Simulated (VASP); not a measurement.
OSZICAR of a VASP run on FePt (L1_0):

File OSZICAR:
```
       N       E                     dE             d eps       ncg     rms          rms(c)
DAV:   1     0.116716068868E+03    0.11672E+03   -0.10312E+04 10742   0.166E+03
DAV:   2    -0.513016358919E+01   -0.12185E+03   -0.10996E+03 11305   0.327E+02
DAV:   3    -0.109223251705E+02   -0.57922E+01   -0.55092E+01 12777   0.906E+01
DAV:   4    -0.110388530603E+02   -0.11653E+00   -0.11641E+00 14174   0.133E+01
DAV:   5    -0.110418315394E+02   -0.29785E-02   -0.29784E-02 14215   0.197E+00    0.223E+01
DAV:   6    -0.230588348563E+02   -0.12017E+02   -0.14400E+01 11336   0.487E+01    0.122E+01
DAV:   7    -0.232475125508E+02   -0.18868E+00   -0.25199E+00 14545   0.357E+01    0.841E+00
DAV:   8    -0.229826130290E+02    0.26490E+00   -0.14429E+00 11795   0.305E+01    0.653E+00
DAV:   9    -0.229743522991E+02    0.82607E-02   -0.12472E-01 12155   0.986E+00    0.149E+00
DAV:  10    -0.229758724653E+02   -0.15202E-02   -0.18373E-02 12417   0.175E+00    0.926E-01
DAV:  11    -0.229744754032E+02    0.13971E-02   -0.12859E-02 12482   0.119E+00    0.180E-01
DAV:  12    -0.229744932894E+02   -0.17886E-04   -0.51178E-04 12923   0.486E-01    0.756E-02
DAV:  13    -0.229745373316E+02   -0.44042E-04   -0.52275E-05 13624   0.119E-01    0.308E-02
DAV:  14    -0.229745424882E+02   -0.51566E-05   -0.72165E-06 12870   0.365E-02    0.128E-02
DAV:  15    -0.229745450933E+02   -0.26051E-05   -0.37149E-06 14892   0.310E-02    0.590E-03
DAV:  16    -0.229745446722E+02    0.42112E-06   -0.16293E-07  7605   0.577E-03    0.349E-03
DAV:  17    -0.229745440824E+02    0.58986E-06   -0.21288E-07  7245   0.519E-03    0.939E-04
DAV:  18    -0.229745438832E+02    0.19918E-06   -0.20697E-08  5572   0.150E-03    0.675E-04
DAV:  19    -0.229745439560E+02   -0.72827E-07   -0.32258E-09  5453   0.678E-04
   1 F= -.22974544E+02 E0= -.22974607E+02  d E =-.229745E+02  mag=     3.1776
       N       E                     dE             d eps       ncg     rms          rms(c)
DAV:   1    -0.229752059378E+02   -0.66205E-03   -0.33152E-02 11277   0.151E+00    0.165E-01
DAV:   2    -0.229750543745E+02    0.15156E-03   -0.18438E-03 13675   0.109E+00    0.231E-01
DAV:   3    -0.229747679434E+02    0.28643E-03   -0.91733E-04 12821   0.858E-01    0.795E-02
DAV:   4    -0.229747280464E+02    0.39897E-04   -0.11174E-04 12634   0.111E-01    0.356E-02
DAV:   5    -0.229747227381E+02    0.53083E-05   -0.12667E-05 14336   0.712E-02    0.137E-02
DAV:   6    -0.229747224496E+02    0.28849E-06   -0.11062E-06 11563   0.120E-02    0.519E-03
DAV:   7    -0.229747223473E+02    0.10226E-06   -0.13243E-07  8745   0.607E-03    0.162E-03
DAV:   8    -0.229747225156E+02   -0.16825E-06   -0.33797E-08  5474   0.273E-03    0.678E-04
DAV:   9    -0.229747224568E+02    0.58839E-07   -0.65132E-09  5362   0.935E-04
   2 F= -.22974722E+02 E0= -.22974827E+02  d E =-.178501E-03  mag=     3.1733
       N       E                     dE             d eps       ncg     rms          rms(c)
DAV:   1    -0.229747705374E+02   -0.48022E-04   -0.26036E-03 11249   0.423E-01    0.461E-02
DAV:   2    -0.229747582165E+02    0.12321E-04   -0.14048E-04 13660   0.302E-01    0.629E-02
DAV:   3    -0.229747362852E+02    0.21931E-04   -0.70321E-05 12806   0.237E-01    0.226E-02
DAV:   4    -0.229747330484E+02    0.32368E-05   -0.89233E-06 12703   0.321E-02    0.965E-03
DAV:   5    -0.229747326012E+02    0.44713E-06   -0.10282E-06 13926   0.203E-02    0.361E-03
DAV:   6    -0.229747326408E+02   -0.39556E-07   -0.79708E-08  6958   0.341E-03
   3 F= -.22974733E+02 E0= -.22974849E+02  d E =-.188685E-03  mag=     3.1722
```

### Question
Which electronic solver shows in the log?

### Answer
It is blocked Davidson (ALGO = Normal, or the opening steps of other solvers). The INCAR had ALGO = Normal.

### Question
How was spin treated?

### Answer
Collinear spin (ISPIN = 2): the summary line carries one mag value, 3.17 μB in the cell.

### Question
Can the final energy be trusted as converged?

### Answer
Self-consistency was reached. It stopped with EDIFF = 1E-7, NELM = 100, NSW = 30 and EDIFFG = -0.01 after 3 ionic steps (TPSS meta-GGA, plane waves, VASP's PBE PAW potentials (set 64)).

The compound is FePt in the L1_0 structure. This cell is one point of a volume scan, at 0.94 of the reference volume. Symmetry was kept, so distortions that lower it aren't found.
